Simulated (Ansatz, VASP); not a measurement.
# Ge4H (H-terminated Ge(111)) in two plane-wave programs, part 3 of 3

Wanted: the spread between two codes on one cell, functional and k mesh. Of the first pair: The structure shown is the end of the VASP relaxation below. Valence electrons are named where the data sets of a main pair hold unlike numbers.

VASP 6.6.1 and Ansatz 0.2.0.

So far: Set-up; VASP: relaxation, PBE; Ansatz: single point, PBE; Side by side; Other set-ups; VASP: band structure, PBE.

**7. Ansatz: band structure, PBE**

Level of this step: Ansatz beside VASP: Kohn-Sham DFT, plane waves, PBE (Ansatz).

The same cell, functional, mesh and smearing now go to Ansatz, which takes its cutoff from its data sets.

input.yaml reads:

```yaml
crystal:
  lattice:
    - [4.0934265369, 0.0, 0.0]
    - [2.0467132684, 3.5450113694, 0.0]
    - [0.0, 0.0, 29.9823735078]
  atoms:
    - { symbol: Ge, position: [0.66666667, 0.66666667, 0.3212706078] }
    - { symbol: Ge, position: [0.0, 0.0, 0.3475184073] }
    - { symbol: Ge, position: [0.0, 0.0, 0.4305552172] }
    - { symbol: Ge, position: [0.33333333, 0.33333333, 0.4583373554] }
    - { symbol: Ge, position: [0.33333333, 0.33333333, 0.5416626446] }
    - { symbol: Ge, position: [0.66666667, 0.66666667, 0.5694447828] }
    - { symbol: Ge, position: [0.66666667, 0.66666667, 0.6524815927] }
    - { symbol: Ge, position: [0.0, 0.0, 0.6787293922] }
    - { symbol: H, position: [0.66666667, 0.66666667, 0.2688645934] }
    - { symbol: H, position: [0.0, 0.0, 0.7311354066] }
hamiltonian:
  xc: pbe
  pseudopotentials: { kind: paw }
kpoints:
  mp_grid: { grid: [9, 9, 1] }
  band_path:
    path:
      - [0.0, 0.0, 0.0]
      - [0.0, -0.03846, 0.0]
      - [0.0, -0.07692, 0.0]
      - [0.0, -0.15385, 0.0]
      - [0.0, -0.19231, 0.0]
      - [0.0, -0.26923, 0.0]
      - [0.0, -0.30769, 0.0]
      - [0.0, -0.34615, 0.0]
      - [0.0, -0.42308, 0.0]
      - [0.0, -0.46154, 0.0]
      - [0.0, -0.5, 0.0]
      - [0.02564, -0.48718, 0.0]
      - [0.05128, -0.47436, 0.0]
      - [0.10256, -0.44872, 0.0]
      - [0.12821, -0.4359, 0.0]
      - [0.17949, -0.41026, 0.0]
      - [0.20513, -0.39744, 0.0]
      - [0.25641, -0.37179, 0.0]
      - [0.28205, -0.35897, 0.0]
      - [0.30769, -0.34615, 0.0]
      - [0.33333, -0.33333, 0.0]
      - [0.30769, -0.30769, 0.0]
      - [0.25641, -0.25641, 0.0]
      - [0.23077, -0.23077, 0.0]
      - [0.20513, -0.20513, 0.0]
      - [0.15385, -0.15385, 0.0]
      - [0.12821, -0.12821, 0.0]
      - [0.07692, -0.07692, 0.0]
      - [0.05128, -0.05128, 0.0]
      - [0.0, 0.0, 0.0]
    npoints: 1
scf:
  occupations: { method: gaussian, width: 0.03 }
  n_extra_bands: 11
efield:
  axis: 3
  dipole_correction: true
  ramp_width: 0.04
output:
  forces: true
  eigenvalues: true
```

Started as:

```sh
ansatz run input.yaml --threads 4 --pin off --max-ram 9216MiB --backend cpu --events-out ev --progress --plain --runs-dir out
```

Numbers of over 12 decimals in the logs are rounded to 6 here.

The log of the run:

```text
[...]
Crystal: 10 atoms, lattice volume = 435.082 Å³
Basis set: ecut = 420 eV, 8429 PW (Γ), exchange–correlation on 60×60×432 points (8 copies of the dense FFT grid, shifted against one another)
Bands: 68, of which v1, the nominal top of the filled ones, is band 57 counted from 1 (56 counted from 0)
Symmetry: 6 space group operations
[...]
k-point 0: bands = [... 53 lower, 0.5607, 0.5607, 0.9681, 0.9681, 1.1691, 1.2064, 1.4413, 1.6768, ... 7 higher]
  k-point 1: bands = [... 53 lower, -0.1047, 0.2134, 0.3393, 0.7693, 2.2089, 2.2972, 2.4031, 2.7438, ... 7 higher]
  k-point 2: bands = [... 53 lower, -0.6073, -0.1305, -0.0991, 0.3245, 2.2337, 2.5537, 2.6801, 2.8551, ... 7 higher]
  k-point 11: bands = [... 53 lower, -2.3093, -1.2501, -1.2501, -1.2263, 3.0825, 3.2015, 3.2015, 4.5183, ... 7 higher]
[key lines of the parts left out:]
SCF converged after 10 iterations
Free energy (F): -34391.101676 eV
Fermi energy:    1.070099 eV
Dipole field:    D = 0.000012 V/Å  (p = 0.000030 e·Å, saw-weighted, corrected)
Work function:   Φ+ = 4.3722 eV   Φ− = 4.3725 eV
```

It took 40 s on 4 threads of Arm Neoverse N1, shared host; peak memory 1.2 GiB.

**8. Side by side**

What differs besides the data sets and the points named for the pairs above, as far as they apply: the data sets hold 114 valence electrons in Ansatz (on its default PAW (the set named soft_2) files) and 34 in VASP. Total energies have different zeros and are not compared.

Both answers:

```
                     quantity  Ansatz   VASP  difference
gap over the path points (eV)   0.201  0.202      -0.001
```

Levels at points of the path, from each program's valence-band top (eV; 4 filled, then empty):

```
k (reciprocal lattice)                                  Ansatz                                    VASP
     0.000 0.000 0.000    -0.41 -0.41 0.00 0.00 0.20 0.24 0.47    -0.41 -0.41 0.00 0.00 0.20 0.26 0.48
    0.000 -0.038 0.000  -0.55 -0.44 -0.40 -0.03 0.43 0.59 0.74  -0.55 -0.44 -0.40 -0.03 0.43 0.60 0.75
    0.000 -0.077 0.000  -0.93 -0.66 -0.52 -0.10 0.86 1.05 1.11  -0.93 -0.67 -0.52 -0.10 0.87 1.06 1.12
    0.000 -0.154 0.000  -1.26 -0.86 -0.80 -0.36 1.38 1.62 1.75  -1.27 -0.86 -0.80 -0.36 1.38 1.62 1.75
    0.000 -0.192 0.000  -1.44 -0.97 -0.97 -0.52 1.33 1.73 1.75  -1.45 -0.97 -0.97 -0.52 1.33 1.72 1.74
    0.000 -0.269 0.000  -1.78 -1.29 -1.24 -0.83 1.14 1.38 1.61  -1.79 -1.30 -1.24 -0.84 1.14 1.36 1.59
    0.000 -0.308 0.000  -1.93 -1.44 -1.37 -0.97 1.03 1.25 1.52  -1.93 -1.44 -1.38 -0.98 1.03 1.24 1.51
    0.000 -0.346 0.000  -2.05 -1.56 -1.50 -1.09 0.94 1.15 1.46  -2.06 -1.57 -1.50 -1.10 0.94 1.14 1.45
    0.000 -0.423 0.000  -2.22 -1.73 -1.67 -1.26 0.83 1.06 1.39  -2.23 -1.74 -1.67 -1.27 0.83 1.05 1.37
    0.000 -0.462 0.000  -2.27 -1.77 -1.71 -1.30 0.81 1.07 1.37  -2.27 -1.78 -1.72 -1.31 0.80 1.05 1.36
```

At this near-relaxed geometry the largest component of a force difference is 182 meV/Å. Among the levels compared at these points, filled levels agree within 14 meV and empty ones within 18 meV. With vacuum in the cell, a pressure given here is an average over mostly empty space and none of the material.

**9. Further runs**

Further runs change the set-up of one program: Ansatz's method, potentials or start, or VASP's data sets, cutoff or form of LDA. The table gives Ansatz less VASP for each quantity, since a change that brings one quantity closer may part another.

```
                                        run  r.m.s. force difference (meV/Å)  gap over the path points (eV)
                                   as above                               57                        -0.0010
   Ansatz's larger PAW set (cutoff 1000 eV)                               60                         0.0012
norm-conserving potentials (cutoff 1061 eV)                               57                        -0.0010
```

**10. What came out**

| Item | Value |
| --- | --- |
| r.m.s. force difference (single point, PBE) | 57 meV/Å |
| r.m.s. force difference (band structure, PBE) | 57 meV/Å |

In words: The r.m.s. force difference is 57 meV/Å (single point, PBE), beyond the 12 meV/Å picked in this series as the mark of a large difference. The data sets hold unlike numbers of valence electrons (114 in Ansatz and 34 in VASP), so part of the differences comes from the potentials. Single point, PBE, Ansatz's larger PAW set (cutoff 1000 eV): the difference in gap on the k mesh goes from -9.9e-4 to 0.0011 eV. Band structure, PBE, Ansatz's larger PAW set (cutoff 1000 eV): the difference in gap over the path points goes from -0.0010 to 0.0012 eV. Such differences can come from data sets, numerical settings and the points named under the comparisons, not from the functional's error against experiment.

[Lines on the potential files, build, host, timing and source positions are cut from VASP's logs without a mark.]

[Logs are printed without paths, hosts, clocks, repeated set-up lines and the standing remarks that a program may print on its own settings, such as how far it seeks lower states.]

[Hosts, paths, dates, database ids (printed as entryN), source tags and the programs' standing remarks are cut or masked in the printed files.]
